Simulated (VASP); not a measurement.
VASP ran on this input.

KPOINTS:
```
Automatic mesh
0
gamma
 7 7 2
```

File POSCAR:
```
MoTe2
1
    1.7469132991    -3.0257421787     0.0000000000
    1.7469132991     3.0257421787     0.0000000000
   -0.0000000000     0.0000000000    13.9812175885
Te Mo
4 2
Direct
  0.3333330000   0.6666670000   0.8793311766
  0.6666670000   0.3333330000   0.3793311766
  0.6666670000   0.3333330000   0.1206688234
  0.3333330000   0.6666670000   0.6206688234
  0.3333330000   0.6666670000   0.2500000000
  0.6666670000   0.3333330000   0.7500000000
```

### INCAR
```
PREC  =  Accurate
LWAVE  =  .False.
ISMEAR  =  0
LMAXMIX  =  4
LREAL  =  .False.   # projection in real space or not
ALGO  =  Normal
NELM  =  100   # most electronic steps
SIGMA  =  0.05   # width (eV)
LASPH  =  .True.   # aspherical one-centre terms
LCHARG  =  .False.
EDIFFG  =  -0.02   # ionic stop
EDIFF  =  1E-6
NSW  =  40
IBRION  =  2   # conjugate gradients
SYSTEM  =  MoTe2
ISIF  =  3   # ions, shape and volume
ENCUT  =  500
GGA  =  PS   # PBEsol
```

POTCAR, in this order: Te Mo_sv (PBE.64 set). Program: vasp_std.

Translate this PBEsol calculation to Quantum ESPRESSO's pw.x.

One equivalent input (not run):
```
&CONTROL
  calculation = 'vc-relax'
  pseudo_dir = './pseudo'
  outdir = './out'
  tprnfor = .true.
  tstress = .true.
  nstep = 40
  forc_conv_thr = 0.00078
/
&SYSTEM
  ibrav = 0
  nat = 6
  ntyp = 2
  ecutwfc = 82.3
  occupations = 'smearing'
  smearing = 'gaussian'
  degauss = 0.003675
  input_dft = 'pbesol'
/
&ELECTRONS
  conv_thr = 7.3e-08
  electron_maxstep = 100
/
&IONS
/
&CELL
/
ATOMIC_SPECIES
  Te 127.600 Te.upf
  Mo 95.950 Mo.upf
CELL_PARAMETERS angstrom
     1.7469133   -3.0257422    0.0000000
     1.7469133    3.0257422    0.0000000
    -0.0000000    0.0000000   13.9812176
ATOMIC_POSITIONS crystal
  Te   0.3333330  0.6666670  0.8793312
  Te   0.6666670  0.3333330  0.3793312
  Te   0.6666670  0.3333330  0.1206688
  Te   0.3333330  0.6666670  0.6206688
  Mo   0.3333330  0.6666670  0.2500000
  Mo   0.6666670  0.3333330  0.7500000
K_POINTS automatic
  7 7 2 0 0 0
```
The two are equivalent in intent, not identical: the potentials are each code's own (VASP's PAW set, PseudoDojo norm-conserving files in pw.x), so ENCUT and ecutwfc are chosen apart and not converted; conv_thr bounds pw.x's estimated SCF error, while EDIFF bounds the energy change between steps; forc_conv_thr acts on force components and is met together with etot_conv_thr.

The compound is MoTe2 in the 2H layered structure. It was relaxed first.
